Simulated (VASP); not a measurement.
Given:

```
CELL_PARAMETERS angstrom
      0.00000     1.96000     1.96000
      1.96000     0.00000     1.96000
      1.96000     1.96000     0.00000
ATOMIC_POSITIONS crystal
  Pt 0.00000 0.00000 0.00000
```

Level of theory: vdW-DF2, VASP's PBE PAW potentials (set 64) (plane waves; VASP). Numerical set-up: 520 eV cut-off, 14×14×14 Γ-centred mesh, first-order Methfessel-Paxton smearing of 0.10 eV, potentials Pt.

Energy and stress use the plane-wave basis of the starting cell.

Task: The ions, cell shape and volume are relaxed. Give the cell that the relaxation ends in.

Result: 
```
CELL_PARAMETERS angstrom
      0.00000     2.05402     2.05402
      2.05402     0.00000     2.05402
      2.05402     2.05402     0.00000
ATOMIC_POSITIONS crystal
  Pt 0.00000 0.00000 0.00000
```
Space group Fm-3m (225), at a tolerance of 0.03 Å.

Task: How do energy and volume change from the first to the last step?

Result: The energy (σ→0) changes by -222.2 meV/atom and the volume by +15.1 %, in 5 ionic steps.

The compound is Pt in the fcc structure. This run relaxes it. Symmetry was kept, so distortions that lower it aren't found.
